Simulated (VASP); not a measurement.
Given:

```xyz
2
Lattice="0.0000 1.7587 1.7587 1.7587 0.0000 1.7587 1.7587 1.7587 0.0000" Properties=species:S:1:pos:R:3 pbc="T T T"
C      0.0000     0.0000     0.0000
C      0.8794     0.8794     0.8794
```

The numbers are results of AM05 GGA, VASP's PBE PAW potentials (set 64) (plane waves; VASP), not measurements. Run with 520 eV cut-off, 13×13×13 Γ-centred mesh, Gaussian smearing of 0.050 eV, potentials C.

Q: What does the run give for the energy per atom (σ→0), pressure?

A: 
- energy per atom (σ→0): -9.455 eV/atom
- pressure: 14.58 GPa

Only differences to runs with the same potentials and settings are physical.

The compound is C in the diamond structure. This cell is one point of a volume scan, at 0.97 of the reference volume.
